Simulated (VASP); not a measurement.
Method: PBE GGA, VASP's PBE PAW potentials (set 64) (plane waves; VASP 6.6.1).

Input for VASP

**KPOINTS**
```
kpoints
0
Gamma
  6 6 3
0 0 0
```

### POSCAR
```
MgI2
1
    2.0750000000    -3.5940050000     0.0000000000
    2.0750000000     3.5940050000     0.0000000000
    0.0000000000     0.0000000000     6.8600000000
Mg I
1 2
Direct
  0.0000000000   0.0000000000   0.0000000000
  0.3333330000   0.6666670000   0.2420000000
  0.6666670000   0.3333330000   0.7580000000
```

INCAR:
```
# general
SYSTEM   =  MgI2
PREC     =  Low
ENCUT    =  400   # plane-wave cut-off (eV)
LREAL    =  .False.
LASPH    =  .True.

# electronic loop
EDIFF    =  1E-6
NELM     =  100
ALGO     =  Normal
LMAXMIX  =  4

# smearing
ISMEAR   =  0
SIGMA    =  0.05

# functional
GGA      =  PE   # PBE

# ions
ISIF     =  2

# output
LWAVE    =  .False.
LCHARG   =  .False.
```

POTCAR, in this order: Mg I (PBE.64 set). Program: vasp_std.

Output of the run:

OSZICAR:
```
       N       E                     dE             d eps       ncg     rms          rms(c)
DAV:   1     0.752428285731E+02    0.75243E+02   -0.51884E+03   408   0.852E+02
DAV:   2    -0.249868775314E+01   -0.77742E+02   -0.72735E+02   624   0.141E+02
DAV:   3    -0.774520461637E+01   -0.52465E+01   -0.52260E+01   512   0.452E+01
DAV:   4    -0.783964899505E+01   -0.94444E-01   -0.94419E-01   544   0.760E+00
DAV:   5    -0.784140358977E+01   -0.17546E-02   -0.17545E-02   524   0.104E+00    0.406E+00
DAV:   6    -0.771809853767E+01    0.12331E+00   -0.14577E-01   460   0.211E+00    0.280E+00
DAV:   7    -0.769493054319E+01    0.23168E-01   -0.14289E-01   452   0.214E+00    0.725E-01
DAV:   8    -0.769313709983E+01    0.17934E-02   -0.98739E-03   452   0.604E-01    0.239E-01
DAV:   9    -0.769329205399E+01   -0.15495E-03   -0.94760E-04   480   0.223E-01    0.957E-02
DAV:  10    -0.769327905748E+01    0.12997E-04   -0.30588E-05   504   0.475E-02    0.394E-02
DAV:  11    -0.769328645849E+01   -0.74010E-05   -0.20278E-05   436   0.334E-02    0.321E-02
DAV:  12    -0.769328693786E+01   -0.47937E-06   -0.12896E-06   376   0.733E-03
   1 F= -.76932869E+01 E0= -.76932869E+01  d E =-.226386E-14
```

OUTCAR:
```
------------------------ aborting loop because EDIFF is reached ----------------------------------------
  FORCE on cell =-STRESS in cart. coord.  units (eV):
  Direction    XX          YY          ZZ          XY          YZ          ZX
  --------------------------------------------------------------------------------------
  Total        0.7858490      0.7858489      0.9606553      0.0000000     -0.0000000      0.0000000
  in kB       12.3054875     12.3054846     15.0427506      0.0000000     -0.0000000      0.0000000
  external PRESSURE =      13.2179075 kB  Pullay stress =       0.0000000 kB
  volume of cell :      102.32
      direct lattice vectors                 reciprocal lattice vectors
     2.075000000 -3.594005000  0.000000000     0.240963855 -0.139120563  0.000000000
     2.075000000  3.594005000  0.000000000     0.240963855  0.139120563  0.000000000
     0.000000000  0.000000000  6.860000000     0.000000000  0.000000000  0.145772595
 POSITION                                       TOTAL-FORCE (eV/Angst)
 -----------------------------------------------------------------------------------
      0.00000      0.00000      0.00000         0.000000      0.000000     -0.000000
      2.07500      1.19800      1.66012        -0.000000     -0.000000      0.044858
      2.07500     -1.19800      5.19988         0.000000      0.000000     -0.044858
 -----------------------------------------------------------------------------------
    total drift:                               -0.000000     -0.000000      0.000000
  FREE ENERGIE OF THE ION-ELECTRON SYSTEM (eV)
  ---------------------------------------------------
  free  energy   TOTEN  =        -7.6932869379 eV

  energy  without entropy=       -7.6932869379  energy(sigma->0) =       -7.69328694
```
(Selected blocks of OUTCAR.)

The compound is MgI2 in the 1T layered structure. The cell was not relaxed at this level. The run is one of a series of settings (PREC = Low against the base run), some of them coarse on purpose.
